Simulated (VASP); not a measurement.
The system is LiSe2.

```
Li Se
1.0
     0.00000    3.04029    3.04029
     3.04029    0.00000    3.04029
     3.04029    3.04029    0.00000
Li Se
1 2
Direct
  0.50000 0.50000 0.50000
  0.75000 0.75000 0.75000
  0.25000 0.25000 0.25000
```

The cell was built by a generator and needn't be a form met in nature.

| Quantity | Value |
| --- | --- |
| Program | VASP 6.6.1 |
| Task | single point |
| Functional | PBE |
| Potentials or basis | VASP PAW PBE potentials, release 64 (Li_sv, Se) |
| Cutoff | 520 eV |
| k mesh | 8 × 8 × 8 |
| Occupations | fermi-dirac, width 0.05 eV |
| Spin | no spin polarisation |

On this cell: largest force zero by symmetry; band gap on the k mesh none (metal or under the smearing width).

The same run follows on a disturbed copy (atoms moved at random, drawn with an rms of 0.05 Å):

```
CELL_PARAMETERS angstrom
0.00000 3.04029 3.04029
3.04029 0.00000 3.04029
3.04029 3.04029 0.00000
ATOMIC_POSITIONS crystal
Li 0.49049 0.50964 0.50357
Se 0.76761 0.72871 0.75948
Se 0.24787 0.25180 0.24745
```

What changes?

The energy (extrapolated to zero smearing) moves by +11.0 meV/atom; largest force 0.564 eV/Å; band gap on the k mesh none (metal or under the smearing width).

Forces on the atoms (eV/Å):
```
Li  -0.153  0.134  0.022
Se   0.232 -0.514  0.024
Se  -0.079  0.379 -0.045
```
